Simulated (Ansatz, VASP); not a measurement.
## Two plane-wave programs on Be2CdS3

```
Be Cd S
1.0
     5.53734    0.00000    0.00000
    -2.76867    4.79548    0.00000
     0.00000    0.00000    4.22323
Be Cd S
2 1 3
Direct
  0.66667 0.33333 0.00000
  0.66667 0.33333 0.50000
  0.00000 0.00000 0.00000
  0.18238 0.81762 0.50000
  0.18238 0.36476 0.50000
  0.63524 0.81762 0.50000
```

Alike in both runs: functional PBE; k mesh 6 × 6 × 4; occupations gaussian, width 0.1 eV; no spin polarisation.

Ansatz relaxed the structure, and its values are those at the end. VASP's run is a single point on that final structure, the one shown.

|  | VASP | Ansatz |
| --- | --- | --- |
| version | VASP 6.6.1 | Ansatz 0.2.0 |
| potentials or method | VASP PAW PBE potentials, release 64 (Be, Cd, S) | scalar-relativistic, plane waves, PAW |
| plane-wave cutoff (eV) | 520 | 420 |
| valence electrons in the cell | 34 | 42 |

|  | VASP | Ansatz | Ansatz less VASP |
| --- | --- | --- | --- |
| gap on the k mesh at the Fermi level (eV) | none | none | - |
| pressure (GPa) | 0.2 | 0.1 | -0.13 |
| rms of the force components (eV/Å) | 0.022 | 0.005 | -0.0172 |

A gap of «none» marks a metal or a gap that the smearing closes. With one functional, cell and mesh, what is left measures potentials, basis and numerics. The two sets of potentials don't hold the same shells in valence.

Caveats: the k mesh is coarse (spacing up to 0.37 Å⁻¹), so the values aren't converged.
